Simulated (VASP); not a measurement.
Consider the following.

```yaml
crystal:
  lattice:
    - [6.29752, 0.00000, 0.00000]
    - [0.00000, 6.29752, 0.00000]
    - [0.00000, 0.00000, 6.29752]
  atoms:
    - { symbol: Cd, position: [0.99172, 0.99172, 0.99172] }
    - { symbol: Cd, position: [0.50828, 0.50828, 0.99172] }
    - { symbol: Cd, position: [0.50828, 0.99172, 0.50828] }
    - { symbol: Cd, position: [0.99172, 0.50828, 0.50828] }
    - { symbol: Te, position: [0.25000, 0.25000, 0.25000] }
    - { symbol: Se, position: [0.75000, 0.75000, 0.25000] }
    - { symbol: Se, position: [0.75000, 0.25000, 0.75000] }
    - { symbol: Se, position: [0.25000, 0.75000, 0.75000] }
```

Method: PBE GGA, VASP's PBE PAW potentials (set 64) (plane waves; VASP 6.6.1). Numerical set-up: 400 eV cut-off, Gaussian smearing of 0.050 eV, potentials Cd Te Se.

Unless said otherwise, spin-orbit coupling is left out, though it shifts the bands of the heavy elements here.

Q: What does the run give for the band gap (along the path) with the smallest direct gap where there is one?

A: 
```json
{
 "band gap (along the path)": "0.42 eV",
 "smallest direct gap (along the path)": "0.42 eV"
}
```

Only differences to runs with the same potentials and settings are physical.

The structure was generated: Cd4Se3Te was put into an ordered model structure (P-43m), which need not be its known phase. It was relaxed first, which changed the volume by +7 %.
